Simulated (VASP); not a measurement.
Input:

```
AlFe
1.0
    2.91021     0.00000     0.00000
    0.00000     2.85245     0.00000
    0.00000     0.00000     2.89700
Al Fe
1 1
Direct
  0.50000   0.50000   0.50000
  0.00936   0.00000   0.00000
```

The numbers are results of PBE GGA, VASP's PBE PAW potentials (set 64) (plane waves; VASP), not measurements. Settings: 400 eV cut-off, 12×13×12 Monkhorst-Pack mesh, first-order Methfessel-Paxton smearing of 0.10 eV, potentials Al Fe.

Gaps are read on the run's mesh, which can miss a band edge.

Question: What does the run give for the energy per atom (σ→0), pressure, largest force, band gap (on the k-mesh) with the smallest direct gap where there is one?

Answer: 
The band gap (on the k-mesh) comes out as none (metal, semimetal or under 0.01 eV) and the energy per atom (σ→0) comes out as -607.9 kJ/mol of atoms. The pressure comes out as -3.34 GPa and the largest force comes out as 0.211 eV/Å.

The compound is FeAl in the CsCl type structure. The cell was not relaxed at this level, atoms are displaced from their ideal sites. The run is one of a series of settings (KPOINTS 12×13×12 Monkhorst-Pack mesh against the base run), some of them coarse on purpose. The run is not spin-polarised, so no magnetic state was tried. The electron count is odd and the run is not spin-polarised, which forces a metal.
